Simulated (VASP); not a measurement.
Input:

```
CELL_PARAMETERS angstrom
      4.10365     0.00000     0.00000
     -2.05182     3.55387     0.00000
      0.00000     0.00000    22.92700
ATOMIC_POSITIONS crystal
  Bi 0.33333 0.66667 0.41620
  Bi 0.00000 0.00000 0.58380
  Se 0.00000 0.00000 0.34773
  Se 0.66667 0.33333 0.50000
  Se 0.33333 0.66667 0.65227
```

Calculation: PBEsol GGA with spin-orbit coupling, VASP's PBE PAW potentials (set 64) (plane waves; VASP). Settings: 400 eV cut-off, 6×6×1 Γ-centred mesh, Gaussian smearing of 0.050 eV, potentials Bi_d Se.

The cell holds a wide vacuum, so values per volume refer to the whole cell.

Task: Give the energies of bands 37 to 50 at the high-symmetry points, in eV from the valence-band maximum.

Result: 
| band | Γ | M | K |
|---|---|---|---|
| 37 | -1.03 | -2.69 | -3.37 |
| 38 | -1.03 | -2.69 | -3.37 |
| 39 | -0.83 | -2.35 | -2.52 |
| 40 | -0.83 | -2.35 | -2.52 |
| 41 | -0.82 | -1.72 | -2.23 |
| 42 | -0.82 | -1.72 | -2.23 |
| 43 | -0.68 | -1.17 | -1.38 |
| 44 | -0.68 | -1.17 | -1.38 |
| 45 | -0.56 | -0.82 | -0.42 |
| 46 | -0.56 | -0.82 | -0.42 |
| 47 | -0.36 | -0.56 | -0.42 |
| 48 | -0.36 | -0.56 | -0.42 |
| 49 | 0.46 | 1.42 | 2.08 |
| 50 | 0.46 | 1.42 | 2.08 |

The gap is indirect, 0.46 eV, from the valence maximum at Γ-M at 0.40 to the conduction minimum at Γ.

The cell is a sheet with vacuum, built from a generated structure.
